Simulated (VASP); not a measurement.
The input files of a VASP run:

KPOINTS:
```
Regular mesh
0
gamma
5 5 3
0 0 0
```

INCAR:
```
ALGO = Normal
EDIFF = 1E-6
ENCUT = 400
GGA = PE
ISIF = 2
ISMEAR = 0
LASPH = .True.
LCHARG = .False.
LMAXMIX = 4
LREAL = .False.
LWAVE = .False.
NELM = 100
PREC = Accurate
SIGMA = 0.05
SYSTEM = MgI2
```

### POSCAR
```
MgI2
1
    2.1165000000    -3.6658850000     0.0000000000
    2.1165000000     3.6658850000     0.0000000000
    0.0000000000     0.0000000000     6.9972000000
Mg I
1 2
Direct
  0.0000000000   0.0000000000   0.0000000000
  0.3333330000   0.6666670000   0.2420000000
  0.6666670000   0.3333330000   0.7580000000
```

POTCAR, in this order: Mg I (PBE.64 set). Program: vasp_std.

Q: Translate this PBE calculation to Ansatz.

A: One equivalent input (not run):
Ansatz 0.2 input:
```yaml
crystal:
  lattice:
    - [2.1165000, -3.6658850, 0.0000000]
    - [2.1165000, 3.6658850, 0.0000000]
    - [0.0000000, 0.0000000, 6.9972000]
  atoms:
    - { symbol: Mg, position: [0.0000000, 0.0000000, 0.0000000] }
    - { symbol: I, position: [0.3333330, 0.6666670, 0.2420000] }
    - { symbol: I, position: [0.6666670, 0.3333330, 0.7580000] }
kpoints:
  mp_grid: { grid: [5, 5, 3] }
hamiltonian:
  xc: pbe
  pseudopotentials: { kind: paw }
scf:
  occupations: { method: gaussian, width: 0.05 }
  max_iter: 100
output: { forces: true, stress: true, eigenvalues: true }
```
What does not carry over: each code has its own PAW files, so the cut-off isn't converted (ENCUT is set for VASP's; basis.ecutwfc is left out, and Ansatz then takes the one that its files recommend); Ansatz stops its SCF on the density residual and VASP on the energy change (EDIFF).

The compound is MgI2 in the 1T layered structure. The cell was not relaxed at this level.
